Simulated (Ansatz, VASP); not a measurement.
# H6PtC2 in VASP and in Ansatz

```
CELL_PARAMETERS angstrom
0.00000 2.92511 2.92511
2.92511 0.00000 2.92511
2.92511 2.92511 0.00000
ATOMIC_POSITIONS crystal
H 0.68798 0.31202 0.31202
H 0.31202 0.68798 0.31202
H 0.31202 0.68798 0.68798
H 0.68798 0.31202 0.68798
H 0.31202 0.31202 0.68798
H 0.68798 0.68798 0.31202
Pt 0.00000 0.00000 0.00000
C 0.25000 0.25000 0.25000
C 0.75000 0.75000 0.75000
```

Change from the starting cell: species swapped into the K2TeBr6 type (Fm-3m, No. 225).

Alike in both runs: functional PBE; k mesh 6 × 6 × 6; occupations gaussian, width 0.1 eV; no spin polarisation.

Ansatz relaxed the structure, and its values are those at the end. VASP's run is a single point on that final structure, the one shown.

|  | VASP | Ansatz |
| --- | --- | --- |
| version | VASP 6.6.1 | Ansatz 0.2.0 |
| potentials or method | VASP PAW PBE potentials, release 64 (H, Pt, C) | scalar-relativistic, plane waves, PAW |
| plane-wave cutoff (eV) | 520 | 420 |
| valence electrons in the cell | 24 | 32 |

Ansatz gave:

| Item | Value |
| --- | --- |
| gap on the k mesh at the Fermi level (eV) | none |
| pressure (GPa) | 0.1 |

Problem. What did VASP give for the same quantities?

Solution. gap on the k mesh at the Fermi level (eV): none; pressure (GPa): -0.2.

A gap of «none» marks a metal or a gap that the smearing closes. The two sets of potentials don't hold the same shells in valence.

Spin-orbit coupling is left out, which matters for the levels of Pt.
